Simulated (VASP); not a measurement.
Given:

```
CELL_PARAMETERS angstrom
      3.89861     0.00000     0.00000
     -1.94931     3.37630     0.00000
      0.00000     0.00000     6.43154
ATOMIC_POSITIONS crystal
  Si 0.33333 0.66667 0.00033
  Si 0.66667 0.33333 0.50033
  Ge 0.33333 0.66667 0.37467
  Ge 0.66667 0.33333 0.87467
```

Calculation: PBEsol GGA, VASP's PBE PAW potentials (set 64) (plane waves; VASP 6.6.1). Run with 400 eV cut-off, 7×7×4 Γ-centred mesh, tetrahedra with Blöchl corrections, potentials Si Ge_d.

Task: Estimate the energy per atom (σ→0).

Result: 
```json
{
  "energy per atom (σ→0)": "-5.312 eV/atom"
}
```

The absolute energy has meaning only against runs of the same code, potentials and settings.

The structure was generated: SiGe was put into the wurtzite type (P6_3mc), which need not be its known phase. It was relaxed first, which changed the volume by +12 %.
